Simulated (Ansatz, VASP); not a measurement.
## B2Ru in two plane-wave programs

One calculation is typed for both programs; each brings its own data sets. How far apart do they land? The cell is taken from a series of runs on this material, whose earlier steps may have relaxed, scaled, displaced or heated it; both programs get it as it stands.

Main program and level: Ansatz 0.2.0; plane waves, with VASP 6.6.1 beside it; relaxation of cell and atoms at PBEsol.

**1. The starting structure**

Symmetry: Pmmn, No. 59, orthorhombic system. The conventional cell has a = 2.852 Å, b = 4.623 Å, c = 4.023 Å, α = 90.00°, β = 90.00°, γ = 90.00°. Nearest to B lie 3 B at 1.82 to 1.87 Å and 4 Ru at 2.16 to 2.26 Å. Nearest to Ru lie 8 B at 2.16 to 2.26 Å. Farther neighbours are not listed.

Coordinates:

```
B Ru
1.0
     2.85224    0.00000    0.00000
     0.00000    4.62343    0.00000
     0.00000    0.00000    4.02335
B Ru
4 2
Direct
  0.00000 0.80370 0.36260
  0.00000 0.19630 0.36260
  0.50000 0.30370 0.63740
  0.50000 0.69630 0.63740
  0.00000 0.00000 0.84878
  0.50000 0.50000 0.15122
```

**2. VASP: relaxation of cell and atoms, PBEsol**

The relaxed volume is the usual yardstick between codes: in a stiff, nearly cubic crystal its relative difference is about their pressure difference at one cell divided by the bulk modulus.

Lines of VASP's logs that name or quote its potential files are left out, and so is its time.

File INCAR:

```
SYSTEM = B2Ru
PREC = Accurate
ENCUT = 500
EDIFF = 1E-07
NELM = 120
ISMEAR = 1
SIGMA = 0.2
LREAL = .FALSE.
ALGO = Normal
GGA = PS
NBANDS = 26
LASPH = .TRUE.
LORBIT = 11
LWAVE = .FALSE.
LCHARG = .FALSE.
ISIF = 3
IBRION = 2
NSW = 80
EDIFFG = -0.005
GGA_COMPAT = .FALSE.
NELMIN = 4
KPAR = 2
```

File POSCAR:

```
B2Ru
1.0
    2.8522400000      0.0000000000      0.0000000000
    0.0000000000      4.6234270000      0.0000000000
    0.0000000000      0.0000000000      4.0233510000
B Ru
4 2
Direct
    0.0000000000      0.8036984254      0.3625987392
    0.0000000000      0.1963013583      0.3625987392
    0.5000000000      0.3036985336      0.6374015093
    0.5000000000      0.6963014664      0.6374015093
    0.0000000000      0.0000000000      0.8487758090
    0.5000000000      0.4999998919      0.1512241910
```

File KPOINTS:

```
Automatic mesh
0
Gamma
12 8 12
0 0 0
```

Potentials, in the order of the species: B and Ru_pv (PBE family, release 64).

Launch:

```
$ mpirun -np 2 vasp_std
```

Numbers of over 12 decimals in the logs are rounded to 6 here.

The program printed:

```text
[banner, memory and clock lines left out]
running    2 mpi-ranks, on    1 nodes
 distrk:  each k-point on    1 cores,    2 groups
 distr:  one band on    1 cores,    1 groups

 POSCAR found type information on POSCAR B Ru
 POSCAR found :  2 types and       6 ions
|                                                                             |
|               ----> ADVICE to this user running VASP <----                  |
|                                                                             |
|     You enforced a specific xc type in the INCAR file but a different       |
|     [... a line on the potential file left out ...]
|     I HOPE YOU KNOW WHAT YOU ARE DOING!                                     |
|                                                                             |

 LDA part: xc-table for (Slater+PW92), standard interpolation
 POSCAR, INCAR and KPOINTS ok, starting setup
 FFT: planning ... GRIDC
 FFT: planning ... GRID_SOFT
 FFT: planning ... GRID
 WAVECAR not read
 entering main loop
       N       E                     dE             d eps       ncg     rms          rms(c)
DAV:   1     0.335115169477E+03    0.33512E+03   -0.21897E+04 12740   0.153E+03
DAV:   2    -0.409581198237E+02   -0.37607E+03   -0.36830E+03 13340   0.440E+02
DAV:   3    -0.565682783858E+02   -0.15610E+02   -0.15352E+02 15640   0.830E+01
DAV:   4    -0.567808086096E+02   -0.21253E+00   -0.21207E+00 15112   0.923E+00
DAV:   5    -0.567837344418E+02   -0.29258E-02   -0.29250E-02 15830   0.110E+00    0.386E+01
DAV:   6    -0.521241629788E+02    0.46596E+01   -0.50453E+01 13992   0.540E+01    0.912E+00
DAV:   7    -0.505242330242E+02    0.15999E+01   -0.13655E+01 13682   0.287E+01    0.730E+00
DAV:   8    -0.504203355312E+02    0.10390E+00   -0.44904E-01 14568   0.501E+00    0.189E+00
DAV:   9    -0.504151158527E+02    0.52197E-02   -0.29672E-02 14826   0.109E+00    0.231E-01
DAV:  10    -0.504145763721E+02    0.53948E-03   -0.34256E-03 14602   0.452E-01    0.834E-02
DAV:  11    -0.504145677951E+02    0.85770E-05   -0.25159E-04 14328   0.122E-01    0.211E-02
DAV:  12    -0.504145678347E+02   -0.39584E-07   -0.17746E-05 15266   0.317E-02    0.131E-02
DAV:  13    -0.504145661027E+02    0.17320E-05   -0.51122E-06 14572   0.177E-02    0.184E-03
DAV:  14    -0.504145661623E+02   -0.59618E-07   -0.25593E-07 11646   0.341E-03
   1 F= -.50414566E+02 E0= -.50415167E+02  d E =-.504146E+02
[...]
2 F= -.50414585E+02 E0= -.50415242E+02  d E =-.187283E-04
[...]
3 F= -.50414615E+02 E0= -.50415248E+02  d E =-.491536E-04
[...]
4 F= -.50414626E+02 E0= -.50415283E+02  d E =-.101897E-04
 trial-energy change:   -0.000010  1 .order   -0.000009   -0.000035    0.000017
 step:   0.6377(harm=  0.6204)  dis= 0.00028  next Energy=   -50.414628 (dE=-0.127E-04)
 bond charge predicted
       N       E                     dE             d eps       ncg     rms          rms(c)
DAV:   1    -0.504146365810E+02   -0.11084E-04   -0.31164E-04 13056   0.146E-01    0.290E-02
DAV:   2    -0.504146310021E+02    0.55789E-05   -0.50476E-05 13382   0.595E-02    0.112E-02
DAV:   3    -0.504146285200E+02    0.24821E-05   -0.75863E-06 13800   0.219E-02    0.475E-03
DAV:   4    -0.504146279996E+02    0.52041E-06   -0.15155E-06 15256   0.795E-03    0.125E-03
DAV:   5    -0.504146279723E+02    0.27298E-07   -0.55620E-08  6530   0.189E-03
   5 F= -.50414628E+02 E0= -.50415278E+02  d E =-.126564E-04
 curvature:  -0.37 expect dE=-0.442E-06 dE for cont linesearch -0.971E-08
 trial: gam= 0.08325 g(F)=  0.330E-06 g(S)=  0.860E-06 ort =-0.111E-05 (trialstep = 0.857E+00)
 search vector abs. value=  0.133E-05
 reached required accuracy - stopping structural energy minimisation
```

From OUTCAR (step 2):

```text
ion  position               nearest neighbor table
   1  0.000  0.804  0.363-   2 1.82   4 1.87   4 1.87   5 2.16   6 2.17   6 2.17   5 2.26
   2  0.000  0.196  0.363-   1 1.82   3 1.87   3 1.87   5 2.16   6 2.17   6 2.17   5 2.26
   3  0.500  0.304  0.637-   4 1.82   2 1.87   2 1.87   6 2.16   5 2.17   5 2.17   6 2.26
   4  0.500  0.696  0.637-   3 1.82   1 1.87   1 1.87   6 2.16   5 2.17   5 2.17   6 2.26
   5  0.000  0.000  0.849-   2 2.16   1 2.16   3 2.17   4 2.17   3 2.17   4 2.17   2 2.26   1 2.26
                             6 2.98   6 2.98   6 2.98   6 2.98
   6  0.500  0.500  0.151-   3 2.16   4 2.16   1 2.17   1 2.17   2 2.17   2 2.17   3 2.26   4 2.26
                             5 2.98   5 2.98   5 2.98   5 2.98

  LATTYP: Found a simple orthorhombic cell.
 ALAT       =     2.8522400000
 B/A-ratio  =     1.4105934283
 C/A-ratio  =     1.6209810535

 Subroutine GETGRP returns: Found  8 space group operations
 (whereof  4 operations were pure point group operations)

The static configuration has the point symmetry C_2v.
 The point group associated with its full space group is D_2h.

 Found    245 irreducible k-points:

   k-points           NKPTS =    245   k-points in BZ     NKDIM =    245   number of bands    NBANDS=     26

   dimension x,y,z NGX =    24 NGY =   36 NGZ =   30
   dimension x,y,z NGXF=    48 NGYF=   72 NGZF=   60

   ENCUT  =  500.0 eV  36.75 Ry    6.06 a.u.   5.20  8.43  7.34*2*pi/ulx,y,z

   NELECT =      40.0000    total number of electrons

 k-points in reciprocal lattice and weights: Automatic mesh
   0.00000000  0.00000000  0.00000000       0.001
   0.08333333  0.00000000  0.00000000       0.002
   0.16666667  0.00000000  0.00000000       0.002
   0.25000000  0.00000000  0.00000000       0.002
   0.33333333  0.00000000  0.00000000       0.002
   0.41666667  0.00000000  0.00000000       0.002
   0.50000000  0.00000000  0.00000000       0.001
   0.00000000  0.12500000  0.00000000       0.002
   0.08333333  0.12500000  0.00000000       0.003
[...]
0.41666667  0.50000000  0.50000000       0.002
   0.50000000  0.50000000  0.50000000       0.001

 average (electrostatic) potential at core
       1 -22.5138       2 -22.5138       3 -22.5138       4 -22.5138       5 -69.6958
       6 -69.6958

 E-fermi :  10.7070

 k-point     1 :       0.0000    0.0000    0.0000
  band No.  band energies     occupation
    ...
     17       7.6398      2.00000
     18       8.5268      2.00000
     19       8.8889      2.00000
     20       9.5169      2.00000
     21      10.7216      0.87661
     22      12.5563     -0.00000
     23      14.8016      0.00000
     24      14.9186      0.00000
     25      15.1063      0.00000
     26      15.6631      0.00000

 k-point     2 :       0.0833    0.0000    0.0000
  band No.  band energies     occupation
    ...
     16       7.1569      2.00000
     17       7.4819      2.00000
     18       8.4808      2.00000
     19       8.8807      2.00000
     20       9.7279      2.00000
     21      10.8015      0.29040
     22      12.5330     -0.00000
     23      14.6022     -0.00000
     24      14.7814      0.00000
     25      15.2739      0.00000
    ...

 k-point     3 :       0.1667    0.0000    0.0000
  band No.  band energies     occupation
    ...
     16       6.5929      2.00000
     17       7.2109      2.00000
     18       8.3164      2.00000
     19       8.9570      2.00000
     20      10.2247      2.00341
     21      11.0384     -0.04089
     22      12.4390     -0.00000
     23      14.0693     -0.00000
     24      14.6683     -0.00000
     25      15.5520      0.00000
    ...

  Total        0.0077861     -0.0027286      0.0062338      0.0000000      0.0000000      0.0000000
  in kB        0.2350138     -0.0823605      0.1881599      0.0000000      0.0000000      0.0000000
  external PRESSURE =       0.1136044 kB  Pullay stress =       0.0000000 kB

  energy-cutoff  :      500.00
  volume of cell :       53.08
      direct lattice vectors                 reciprocal lattice vectors
     2.852370975  0.000000000  0.000000000     0.350585533  0.000000000  0.000000000
     0.000000000  4.626050457  0.000000000     0.000000000  0.216167119  0.000000000
     0.000000000  0.000000000  4.022708051     0.000000000  0.000000000  0.248588758

 POSITION                                       TOTAL-FORCE (eV/Angst)
 -----------------------------------------------------------------------------------
      0.00000      3.71729      1.45819         0.000000     -0.000835     -0.001006
      0.00000      0.90876      1.45819         0.000000      0.000835     -0.001006
      1.42619      1.40427      2.56452        -0.000000     -0.000835      0.001006
      1.42619      3.22178      2.56452         0.000000      0.000835      0.001006
      0.00000      0.00000      3.41473         0.000000      0.000000     -0.000053
      1.42619      2.31302      0.60798         0.000000      0.000000      0.000053
 -----------------------------------------------------------------------------------
    total drift:                                0.000000      0.000534     -0.000220

  FREE ENERGIE OF THE ION-ELECTRON SYSTEM (eV)
  ---------------------------------------------------
  free  energy   TOTEN  =       -50.4146279723 eV

  energy  without entropy=      -50.4165770895  energy(sigma->0) =      -50.41527768

 reached required accuracy - stopping structural energy minimisation

 total charge
# of ion       s       p       d       tot
------------------------------------------
    1        0.684   1.209   0.000   1.894
    2        0.684   1.209   0.000   1.894
    3        0.684   1.209   0.000   1.894
    4        0.684   1.209   0.000   1.894
    5        0.381   6.414   6.142  12.937
    6        0.381   6.414   6.142  12.937
--------------------------------------------------
tot          3.500  17.665  12.284  33.448

[... 3 further parts left out ...]
```

CONTCAR:

```
B2Ru
   1.00000000000000
     2.8523709753799329    0.0000000000000000    0.0000000000000000
     0.0000000000000000    4.6260504568664356    0.0000000000000000
     0.0000000000000000    0.0000000000000000    4.0227080510028497
  B               Ru
     4     2
Direct
     0.0000000000000000    0.8035560475560748    0.3624891458219339
     0.0000000000000000    0.1964437361439233    0.3624891458219339
     0.5000000000000000    0.3035561557560731    0.6375111026780671
     0.5000000000000000    0.6964438442439269    0.6375111026780671
     0.0000000000000000    0.0000000000000000    0.8488639385065451
     0.5000000000000000    0.4999998919000035    0.1511360614934550
```

The run keeps the 8 symmetry operations of its start, so it cannot find a distortion of lower symmetry.

(Continued in part 2 of 2.)

[Lines on the potential files, build, host, timing and source positions are cut from VASP's logs without a mark.]

[Logs are printed without paths, hosts, clocks, repeated set-up lines and the standing remarks that a program may print on its own settings, such as how far it seeks lower states.]

[Hosts, paths, dates, database ids (printed as entryN), source tags and the programs' standing remarks are cut or masked in the printed files.]
